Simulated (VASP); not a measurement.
Runs of VASP 6.6.1 on Na2Sc. It takes space group P-3m1 (No. 164, trigonal). Conventional cell: a = 3.373 Å, b = 3.373 Å, c = 5.630 Å, α = 90.00°, β = 90.00°, γ = 120.00°. Around Na (site symmetry 3m) lie 3 Sc at 2.40 Å. Sc (site symmetry -3m) is surrounded by 6 Na at 2.40 Å. The cell was built by a generator and needn't be a form met in nature.

| task | level | U | cell | cutoff (eV) | smearing | atoms held fixed (from 0) | other keys | gap on the mesh (eV) | pressure (GPa) | relaxed volume (Å³/atom) | largest force (eV/Å) |
| --- | --- | --- | --- | --- | --- | --- | --- | --- | --- | --- | --- |
| relaxation of the atoms | PBE | - | atoms relaxed | 520 | methfessel-paxton 0.2 eV | [0] | IBRION = 2; POTIM = 0.1 | none | 21.0 | - | - |
| single point | PBE | - | as given | 520 | fermi-dirac 0.05 eV | - | - | none | 29.5 | - | 3.98 |
| relaxation of cell and atoms | PBE | - | relaxed | 600 | methfessel-paxton 0.1 eV | - | - | none | 0.0 | 29.38 | - |
| relaxation of cell and atoms | RPBE | - | relaxed | 600 | methfessel-paxton 0.1 eV | - | - | none | 0.0 | (a) | 0.01 |

Alike in all rows: potentials or basis VASP PAW PBE potentials, release 64 (Na_pv, Sc_sv); no spin polarisation; k mesh 9 × 9 × 5.

**Question.** Estimate the missing entries.

**Answer.** (a) 30.80.

Caveats: the volume moved by over 15 % at a fixed basis, so the end points are rough (some runs); a pressure of tens of GPa on the cell as given is suspect, and the run, the potentials or the cell itself is likely at fault (some runs); forces of over 1 eV/Å show positions far from the minimum, so gaps and moduli don't describe the material at rest (some runs); the PAW data sets were made with another functional, which shifts forces and pressure a little (some runs).

A gap of «none» marks a metal or a gap under the smearing width.
